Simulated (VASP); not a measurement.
The system is Hf4O7.

```xyz
11
Lattice="5.0800 0.0000 0.0000 0.0000 5.0800 0.0000 0.0000 0.0000 5.0800" Properties=species:S:1:pos:R:3 pbc="T T T"
Hf    0.0000    0.0000    0.0000
Hf    0.0000    2.5400    2.5400
Hf    2.5400    0.0000    2.5400
Hf    2.5400    2.5400    0.0000
O     1.2700    1.2700    3.8100
O     1.2700    3.8100    1.2700
O     1.2700    3.8100    3.8100
O     3.8100    1.2700    1.2700
O     3.8100    1.2700    3.8100
O     3.8100    3.8100    1.2700
O     3.8100    3.8100    3.8100
```

The cell was built by a generator and needn't be a form met in nature.

| Property | Result |
| --- | --- |
| Program | VASP 6.6.1 |
| Task | relaxation of cell and atoms |
| Functional | PBE |
| Potentials or basis | VASP PAW PBE potentials, release 64 (Hf_pv, O) |
| Cutoff | 600 eV |
| k mesh | 4 × 4 × 4 |
| Occupations | gaussian, width 0.05 eV |
| Spin | no spin polarisation |

At the start: pressure -3.9 GPa; volume 11.92 Å³/atom.

Problem. How do energy, volume and symmetry change on relaxing?

Solution. Over 6 steps the energy falls by 2.7 meV/atom and the volume is 11.72 Å³/atom (-1.7 %); space group P-43m (No. 215, to 0.05 Å).

Step by step:
```
step  energy change (eV)  largest force (eV/Å)  pressure (GPa)  volume (Å³)
   1              0.0000                0.2048           -3.93       131.10
   2              0.0389                0.3828            6.42       125.63
   3             -0.0292                0.0171           -0.05       128.90
   4             -0.0292                0.0218            0.04       128.85
   5             -0.0292                0.0111           -0.07       128.90
   6             -0.0292                0.0025           -0.03       128.88
```

Final structure:
```
Hf O
1.0
     5.05118    0.00000    0.00000
     0.00000    5.05118    0.00000
     0.00000    0.00000    5.05118
Hf O
4 7
Direct
  0.99962 0.99962 0.99962
  0.99962 0.50038 0.50038
  0.50038 0.99962 0.50038
  0.50038 0.50038 0.99962
  0.25000 0.25000 0.75000
  0.25000 0.75000 0.25000
  0.25000 0.75000 0.75000
  0.75000 0.25000 0.25000
  0.75000 0.25000 0.75000
  0.75000 0.75000 0.25000
  0.75000 0.75000 0.75000
```
